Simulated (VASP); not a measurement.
These are AM05 GGA, VASP's PBE PAW potentials (set 64) (plane waves; VASP) values and carry that method's errors.

VASP input:

### KPOINTS
```
Automatic mesh
0
Gamma
14 14 14
0 0 0
```

POSCAR:
```
Pb
3.4925510
  0.0000000000   0.7071066831   0.7071066831
  0.7071066831   0.0000000000   0.7071066831
  0.7071066831   0.7071066831   0.0000000000
Pb
1
Direct
  0.0000000000   0.0000000000   0.0000000000
```

INCAR:
```
NEDOS=601   # DOS grid
SYSTEM=Pb
ALGO=Normal
LASPH=.TRUE.
LREAL=.FALSE.
LMAXMIX=4   # l cut-off of mixed one-centre charges
ENCUT=520
NELM=100   # most electronic steps
PREC=Accurate
LORBIT=11
GGA=AM   # AM05
ISMEAR=-5   # tetrahedra, Bloechl
EDIFF=1E-7   # SCF stop (eV)
LCHARG=.TRUE.
ISIF=2   # forces and stress, cell fixed
LWAVE=.FALSE.
```

POTCAR, in this order: Pb_d (PBE.64 set). Program: vasp_std.

The run wrote:

**OUTCAR**
```
 ion  position               nearest neighbor table
   1  0.000  0.000  0.000-
  LATTYP: Found a face centered cubic cell.
 ALAT       =     4.9392123066
 Subroutine PRICEL returns:
 Original cell was already a primitive cell.
 Subroutine GETGRP returns: Found 48 space group operations
The static configuration has the point symmetry O_h .
The dynamic configuration has the point symmetry O_h .
 Subroutine INISYM returns: Found 48 space group operations
 Subroutine IBZKPT returns following result:
 Found    104 irreducible k-points:

 Following reciprocal coordinates:
            Coordinates               Weight
  0.000000  0.000000  0.000000      1.000000
  0.071429  0.000000  0.000000      8.000000
  0.142857  0.000000  0.000000      8.000000
  0.214286  0.000000  0.000000      8.000000
  0.285714  0.000000  0.000000      8.000000
  0.357143  0.000000  0.000000      8.000000
  0.428571  0.000000  0.000000      8.000000
  0.500000  0.000000  0.000000      4.000000
  0.071429  0.071429  0.000000      6.000000
  0.142857  0.071429  0.000000     24.000000
...
```

File OSZICAR:
```
       N       E                     dE             d eps       ncg     rms          rms(c)
DAV:   1     0.104241270197E+03    0.10424E+03   -0.74401E+03  2299   0.150E+03
DAV:   2     0.101110221887E+01   -0.10323E+03   -0.10121E+03  2348   0.330E+02
DAV:   3    -0.359641775042E+01   -0.46075E+01   -0.45874E+01  2708   0.807E+01
DAV:   4    -0.370235535545E+01   -0.10594E+00   -0.10600E+00  2738   0.133E+01
DAV:   5    -0.370698657433E+01   -0.46312E-02   -0.46349E-02  2939   0.252E+00    0.514E-01
DAV:   6    -0.369781216668E+01    0.91744E-02   -0.14277E-02  2838   0.226E+00    0.257E-01
DAV:   7    -0.369540659620E+01    0.24056E-02   -0.63436E-03  2729   0.141E+00    0.847E-02
DAV:   8    -0.369530620035E+01    0.10040E-03   -0.38330E-04  2884   0.397E-01    0.940E-03
DAV:   9    -0.369530434786E+01    0.18525E-05   -0.79572E-06  3019   0.544E-02    0.481E-03
DAV:  10    -0.369530499280E+01   -0.64494E-06   -0.93173E-07  2474   0.101E-02    0.268E-04
DAV:  11    -0.369530503913E+01   -0.46336E-07   -0.18862E-08  1483   0.194E-03
   1 F= -.36953050E+01 E0= -.36953050E+01  d E =0.000000E+00
```

OUTCAR:
```
------------------------ aborting loop because EDIFF is reached ----------------------------------------
  FORCE on cell =-STRESS in cart. coord.  units (eV):
  Direction    XX          YY          ZZ          XY          YZ          ZX
  --------------------------------------------------------------------------------------
  Total        0.0263039      0.0263039      0.0263039     -0.0000000      0.0000000      0.0000000
  in kB        1.3989973      1.3989973      1.3989973     -0.0000000      0.0000000      0.0000000
  external PRESSURE =       1.3989973 kB  Pullay stress =       0.0000000 kB
  volume of cell :       30.12
      direct lattice vectors                 reciprocal lattice vectors
     0.000000000  2.469606153  2.469606153    -0.202461433  0.202461433  0.202461433
     2.469606153  0.000000000  2.469606153     0.202461433 -0.202461433  0.202461433
     2.469606153  2.469606153  0.000000000     0.202461433  0.202461433 -0.202461433
 POSITION                                       TOTAL-FORCE (eV/Angst)
 -----------------------------------------------------------------------------------
      0.00000      0.00000      0.00000         0.000000      0.000000     -0.000000
 -----------------------------------------------------------------------------------
    total drift:                               -0.000000     -0.000000     -0.000000
  FREE ENERGIE OF THE ION-ELECTRON SYSTEM (eV)
  ---------------------------------------------------
  free  energy   TOTEN  =        -3.6953050391 eV

  energy  without entropy=       -3.6953050391  energy(sigma->0) =       -3.69530504

 total charge

# of ion       s       p       d       tot
------------------------------------------
    1        1.396   0.743   9.810  11.949
```
(Selected blocks of OUTCAR.)

For a metal the tetrahedron method with Blöchl corrections gives inexact stress and forces.

The compound is Pb in the fcc structure. It was relaxed first.
